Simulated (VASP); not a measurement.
# Y3LuCl2 (P6/mmm) in VASP: single point with PBE

Aim: the single point of Y3LuCl2 with PBE.

Everything below comes from runs of VASP 6.6.1. Logs are shortened: lines on timing, memory, paths and dates and some standing lists are left out, and cuts for length are marked.

### 1 The cell of the first run

The structure is hexagonal, space group P6/mmm (No. 191). The conventional cell has a = 7.192 Å, b = 7.192 Å, c = 3.583 Å, α = 90.00°, β = 90.00°, γ = 120.00°. Around Y (site symmetry mmm) lie 4 Cl at 2.74 Å. Lu (site symmetry 6/mmm) is surrounded by 2 Lu at 3.58 Å and 12 Y at 4.02 Å. Around Cl (site symmetry -6m2) lie 6 Y at 2.74 Å.

The cell was built by a generator and needn't be a form met in nature.

### 2 Single point, PBE (species swapped into the LaCu3Ni2 type (P6/mmm, No. 191))

INCAR reads:

```
PREC = Accurate ; ENCUT = 520
EDIFF = 1E-6 ; ISMEAR = 0
SIGMA = 0.1 ; LREAL = F
LASPH = T ; NELM = 100
ALGO = Normal ; ISIF = 2
LWAVE = F ; LCHARG = F
GGA = PE ; NBANDS = 45
```

KPOINTS reads:

```
Automatic mesh
0
Gamma
  3 3 6
```

POSCAR reads:

```
Y3LuCl2
1.0
    7.1917745785      0.0000000000      0.0000000000
   -3.5958872893      6.2282594833      0.0000000000
    0.0000000000      0.0000000000      3.5826208338
Y Lu Cl
3 1 2
Direct
    0.5000000000      0.0000000000      0.5000000000
    0.0000000000      0.5000000000      0.5000000000
    0.5000000000      0.5000000000      0.5000000000
    0.0000000000      0.0000000000      0.0000000000
    0.3333333333      0.6666666667      0.0000000000
    0.6666666667      0.3333333333      0.0000000000
```

Potentials or basis: VASP PAW PBE potentials, release 64 (Y_sv, Lu, Cl).

The run is started by

```bash
cat potpaw_PBE.64/Y_sv/POTCAR potpaw_PBE.64/Lu/POTCAR potpaw_PBE.64/Cl/POTCAR > POTCAR
mpirun -np 1 vasp_std > vasp.out
```

OUTCAR:

```text
PREC = Accurate
   ENCUT = 520
   EDIFF = 1E-6
   ISMEAR = 0
   LREAL = F
   LASPH = T
   NELM = 100
   ISIF = 2
   GGA = PE

 ion  position               nearest neighbor table
   1  0.500  0.000  0.500-   5 2.74   6 2.74   5 2.74   6 2.74   2 3.60   2 3.60   3 3.60   3 3.60
                             4 4.02   4 4.02   4 4.02   4 4.02
   2  0.000  0.500  0.500-   5 2.74   6 2.74   5 2.74   6 2.74   1 3.60   1 3.60   3 3.60   3 3.60
                             4 4.02   4 4.02   4 4.02   4 4.02
   3  0.500  0.500  0.500-   5 2.74   6 2.74   5 2.74   6 2.74   2 3.60   2 3.60   1 3.60   1 3.60
                             4 4.02   4 4.02   4 4.02   4 4.02
   4  0.000  0.000  0.000-   3 4.02   3 4.02   3 4.02   3 4.02   1 4.02   1 4.02   1 4.02   1 4.02
                             2 4.02   2 4.02   2 4.02   2 4.02
   5  0.333  0.667  0.000-   2 2.74   2 2.74   1 2.74   1 2.74   3 2.74   3 2.74
   6  0.667  0.333  0.000-   2 2.74   2 2.74   1 2.74   1 2.74   3 2.74   3 2.74

  LATTYP: Found a hexagonal cell.
 ALAT       =     7.1917745785
 C/A-ratio  =     0.4981553294

  Lattice vectors:

 A1 = (   7.1917745785,   0.0000000000,   0.0000000000)
 A2 = (  -3.5958872893,   6.2282594833,   0.0000000000)
 A3 = (   0.0000000000,   0.0000000000,   3.5826208338)

Analysis of symmetry for initial positions (statically):
=====================================================================
 Subroutine PRICEL returns:
 Original cell was already a primitive cell.

 Routine SETGRP: Setting up the symmetry group for a
 hexagonal supercell.

 Subroutine GETGRP returns: Found 24 space group operations
 (whereof 24 operations were pure point group operations)
 out of a pool of 24 trial point group operations.

The static configuration has the point symmetry D_6h.

Analysis of symmetry for dynamics (positions and initial velocities):
=====================================================================
 Subroutine PRICEL returns:
 Original cell was already a primitive cell.

 Routine SETGRP: Setting up the symmetry group for a
 hexagonal supercell.

 Subroutine GETGRP returns: Found 24 space group operations
 (whereof 24 operations were pure point group operations)
 out of a pool of 24 trial point group operations.

The dynamic configuration has the point symmetry D_6h.

 Subroutine INISYM returns: Found 24 space group operations
 (whereof 24 operations are pure point group operations),
 and found     1 'primitive' translations

----------------------------------------------------------------------------------------

[... 93 lines left out ...]
   ISIF   =      2    stress and relaxation
   ISYM   =      2    0-nonsym 1-usesym 2-fastsym
   POTIM  = 0.5000    time-step for ionic-motion
   TEBEG  =    0.0;   TEEND  =   0.0 temperature during run
   PSTRESS=    0.0 pullay stress
   NELECT =      72.0000    total number of electrons
   NUPDOWN=      -1.0000    fix difference up-down
   EMIN   =  10.00;   EMAX   =-10.00  energy-range for DOS
   EFERMI =   0.00;   METHOD = LEGACY
   ISMEAR =     0;   SIGMA  =   0.10  broadening in eV -4-tet -1-fermi 0-gaus
   EFERMI_NEDOS =   21; number of points for ismear=-14 and -15
   IALGO  =     38    algorithm
   IMIX   =      4    mixing-type and parameters
     AMIX     =   0.40;   BMIX     =  1.00
     AMIX_MAG =   1.60;   BMIX_MAG =  1.00
  volume/ion in A,a.u.               =      26.75       180.49
  Fermi-wavevector in a.u.,A,eV,Ry     =   1.253289  2.368372 21.371114  1.570733
  Thomas-Fermi vector in A             =   2.387149
   LORBIT       =      0    0 simple, 1 ext, 2 COOP (PROOUT), +10 PAW based schemes
   GGA     = PE    functional components
   LHFCALC =     F    Hartree Fock is set to
   AEXX    =    0.0000 exact exchange contribution
   IVDW    =     0    specifies the selected vdW correction
   LEPSILON=     F    determine dielectric tensor
   LRPA    =     F    only Hartree local field effects (RPA)
 non-spin polarized calculation
 Gauss-broadening in eV      SIGMA  =   0.10
  energy-cutoff  :      520.00
  volume of cell :      160.47
 maximum number of plane-waves:      4345
 NGX is ok and might be reduce to    54
   NGX = 27   NGY = 27   NGZ = 13

 number of electron      72.0000022 magnetization

 Free energy of the ion-electron system (eV)
  ---------------------------------------------------
  ext. energy  EPLUGINS =         0.00000000
  ---------------------------------------------------
  free energy    TOTEN  =       -30.76538879 eV

  energy without entropy =      -30.73086811  energy(sigma->0) =      -30.74812845

 E-fermi :   4.5292     XC(G=0):  -9.8331

 val. band max:        4.4386335785   @ k =   0.3333  -0.0000   0.3333
 cond. band min:       4.5353375103   @ k =   0.0000   0.0000   0.1667
 fundamental gap:      0.0967039318
 Fermi energy:         4.5291695468

 k-point     1 :       0.0000    0.0000    0.0000
  band No.  band energies     occupation
      1     -52.7338      2.00000
      2     -38.6982      2.00000
      3     -38.6604      2.00000
      4     -38.6604      2.00000
      5     -23.3306      2.00000
      6     -23.3306      2.00000
[... 565 lines left out ...]
     44       7.3285      0.00000
     45       7.9070      0.00000

------------------------ aborting loop because EDIFF is reached ----------------------------------------

  FORCE on cell =-STRESS in cart. coord.  units (eV):
  Direction    XX          YY          ZZ          XY          YZ          ZX
  --------------------------------------------------------------------------------------
  -------------------------------------------------------------------------------------
  Total        0.1522695      0.1522695      0.0470116     -0.0000000     -0.0000000      0.0000000
  in kB        1.5202667      1.5202667      0.4693665     -0.0000000     -0.0000000      0.0000000
  external PRESSURE =       1.1699666 kB  Pullay stress =       0.0000000 kB

 VOLUME and BASIS-vectors are now :
 -----------------------------------------------------------------------------
  energy-cutoff  :      520.00
  volume of cell :      160.47
      direct lattice vectors                 reciprocal lattice vectors
     7.191774578  0.000000000  0.000000000     0.139047740  0.080279250  0.000000000
    -3.595887289  6.228259483  0.000000000     0.000000000  0.160558500  0.000000000
     0.000000000  0.000000000  3.582620834     0.000000000  0.000000000  0.279125268

 POSITION                                       TOTAL-FORCE (eV/Angst)
 -----------------------------------------------------------------------------------
      3.59589      0.00000      1.79131        -0.000000      0.000000     -0.000000
     -1.79794      3.11413      1.79131         0.000000      0.000000     -0.000000
      1.79794      3.11413      1.79131         0.000000      0.000000     -0.000000
      0.00000      0.00000      0.00000         0.000000      0.000000     -0.000000
     -0.00000      4.15217      0.00000        -0.000000      0.000000      0.000000
      3.59589      2.07609      0.00000         0.000000     -0.000000     -0.000000
 -----------------------------------------------------------------------------------
    total drift:                                0.000000      0.000000      0.000000

  FREE ENERGIE OF THE ION-ELECTRON SYSTEM (eV)
  ---------------------------------------------------
  free  energy   TOTEN  =       -30.7653887885 eV

  energy  without entropy=      -30.7308681052  energy(sigma->0) =      -30.74812845
```

stdout:

```text
POSCAR found type information on POSCAR Y LuCl
 POSCAR found :  3 types and       6 ions
 scaLAPACK will be used
 LDA part: xc-table for (Slater+PW92), standard interpolation
 POSCAR, INCAR and KPOINTS ok, starting setup
 FFT: planning ... GRIDC
 FFT: planning ... GRID_SOFT
 FFT: planning ... GRID
 WAVECAR not read
 entering main loop
```

It took 2.1 min on 1 thread of AMD EPYC 7R13 (Zen 3), shared host; peak memory 0.28 GiB.

Results:

- Free energy: -30.7654 eV
- Pressure: 0.1 GPa
- Band gap on the k mesh: none (metal or under the smearing width)

Stress tensor (GPa, compression positive):
```
0.15 0.00 0.00
0.00 0.15 0.00
0.00 0.00 0.05
```

Spin-orbit coupling is left out, which matters for the levels of Lu.
